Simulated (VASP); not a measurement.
These are PW91 GGA, VASP's PBE PAW potentials (set 64) (plane waves; VASP) values and carry that method's errors.

A VASP calculation is set up with these files.

INCAR:
```
SYSTEM = Pd
PREC = Accurate; ENCUT = 520; LREAL = .FALSE.
LASPH = .TRUE.
EDIFF = 1E-6; NELM = 100; ALGO = Normal
LMAXMIX = 4
ISMEAR = 1; SIGMA = 0.1
GGA = 91
IBRION = 2; NSW = 60; ISIF = 3
EDIFFG = -0.01
LWAVE = .FALSE.; LCHARG = .FALSE.
```

KPOINTS:
```
Automatic mesh
0
Gamma
14 14 14
0 0 0
```

POSCAR:
```
Pd
1.0
  0.0000000000   1.9450000000   1.9450000000
  1.9450000000   0.0000000000   1.9450000000
  1.9450000000   1.9450000000   0.0000000000
Pd
1
direct
  0.0000000000   0.0000000000   0.0000000000
```

POTCAR, in this order: Pd (PBE.64 set). Program: vasp_std.

Energy and stress use the plane-wave basis of the starting cell.

### Question
Estimate the energy per atom (σ→0), volume per atom, band gap (on the k-mesh).

### Answer

| Property | Result |
|---|---|
| energy per atom (σ→0) | -5.237 eV/atom |
| band gap (on the k-mesh) | none (metal, semimetal or under 0.01 eV) |
| volume per atom | 15.37 Å³/atom |

**OSZICAR**
```
...
DAV:   6    -0.523756897827E+01   -0.61784E-05   -0.41245E-06  2228   0.197E-02    0.807E-04
DAV:   7    -0.523756894416E+01    0.34104E-07   -0.55133E-08  1237   0.200E-03
   3 F= -.52375689E+01 E0= -.52369932E+01  d E =-.161899E-01
       N       E                     dE             d eps       ncg     rms          rms(c)
DAV:   1    -0.523767865894E+01   -0.10968E-03   -0.20008E-03  1899   0.502E-01    0.697E-02
DAV:   2    -0.523757157058E+01    0.10709E-03   -0.57973E-04  1892   0.219E-01    0.171E-02
DAV:   3    -0.523757222368E+01   -0.65310E-06   -0.10759E-06  1808   0.115E-02
   4 F= -.52375722E+01 E0= -.52369965E+01  d E =-.161932E-01
```

The compound is Pd in the fcc structure. This run relaxes it. Symmetry was kept, so distortions that lower it aren't found.
